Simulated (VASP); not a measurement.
Write the native input for VASP 6.6.1 that does the following.

```
Task                   : single point
Functional             : r2SCAN
Potentials or basis    : VASP PAW PBE potentials, release 64 (Ca_sv, Yb, F)
Cutoff                 : 520 eV
k mesh                 : 4 × 4 × 3
Occupations            : fermi-dirac, width 0.1 eV
Spin                   : no spin polarisation
Dipole correction      : no
Further INCAR settings : LREAL = Auto; ALGO = Normal; EDIFF = 1e-07; NBANDS = 90
```

The system is CaYbF6.

```
Ca Yb F
1.0
     5.22083    0.00000    0.00000
     0.00000    5.22083    0.00000
     0.00000    0.00000    7.63914
Ca Yb F
2 2 12
Direct
  0.00000 0.00000 0.50000
  0.00000 0.00000 0.00000
  0.50000 0.50000 0.75000
  0.50000 0.50000 0.25000
  0.21030 0.25500 0.31840
  0.74500 0.21030 0.81840
  0.78970 0.74500 0.31840
  0.25500 0.78970 0.81840
  0.78970 0.74500 0.68160
  0.25500 0.78970 0.18160
  0.21030 0.25500 0.68160
  0.74500 0.21030 0.18160
  0.34400 0.67690 0.50000
  0.32310 0.34400 0.00000
  0.65600 0.32310 0.50000
  0.67690 0.65600 0.00000
```

The cell was built by a generator and needn't be a form met in nature.

The input as run:

POSCAR

```
CaYbF6
1.0
    5.2208328500      0.0000000000      0.0000000000
    0.0000000000      5.2208328500      0.0000000000
    0.0000000000      0.0000000000      7.6391441800
Ca Yb F
2 2 12
Direct
    0.0000000000      0.0000000000      0.5000000000
    0.0000000000      0.0000000000      0.0000000000
    0.5000000000      0.5000000000      0.7500000000
    0.5000000000      0.5000000000      0.2500000000
    0.2103000000      0.2550000000      0.3184000000
    0.7450000000      0.2103000000      0.8184000000
    0.7897000000      0.7450000000      0.3184000000
    0.2550000000      0.7897000000      0.8184000000
    0.7897000000      0.7450000000      0.6816000000
    0.2550000000      0.7897000000      0.1816000000
    0.2103000000      0.2550000000      0.6816000000
    0.7450000000      0.2103000000      0.1816000000
    0.3440000000      0.6769000000      0.5000000000
    0.3231000000      0.3440000000      0.0000000000
    0.6560000000      0.3231000000      0.5000000000
    0.6769000000      0.6560000000      0.0000000000
```

INCAR.step1

```
PREC = Accurate
ENCUT = 520
ISMEAR = -1
SIGMA = 0.1
LREAL = Auto
LASPH = True
NELM = 100
NBANDS = 90
GGA = PE
ALGO = Normal
EDIFF = 1E-4
LWAVE = True
LCHARG = False
```

INCAR.step2

```
PREC = Accurate
ENCUT = 520
EDIFF = 1E-7
ISMEAR = -1
SIGMA = 0.1
LREAL = Auto
LASPH = True
NELM = 100
ALGO = Normal
ISIF = 2
LWAVE = False
LCHARG = True
METAGGA = R2SCAN
LMIXTAU = True
LELF = True
LVHAR = True
NBANDS = 90
ISTART = 1
```

KPOINTS

```
regular mesh
0
Gamma
  4 4 3
```

Potentials or basis: VASP PAW PBE potentials, release 64 (Ca_sv, Yb, F).

The run is started by

```sh
$ cat potpaw_PBE.64/Ca_sv/POTCAR potpaw_PBE.64/Yb/POTCAR potpaw_PBE.64/F/POTCAR > POTCAR
$ cp INCAR.step1 INCAR
$ mpirun -np 1 vasp_std > vasp.out
$ cp INCAR.step2 INCAR
$ mpirun -np 1 vasp_std > vasp.out
```

It gave:

```
Pressure               : 6.5 GPa
Largest force          : 0.892 eV/Å
Band gap on the k mesh : none (metal or under the smearing width)
```

Caveat: the PAW data sets were made with another functional, which shifts forces and pressure a little; without U or exact exchange the open f shell lies at the Fermi level, which spoils levels, moments and volumes.

Wall time 69 min on 1 thread of Intel(R) Xeon(R) 6975P-C (Granite Rapids), on a shared host, peak memory 0.41 GiB.
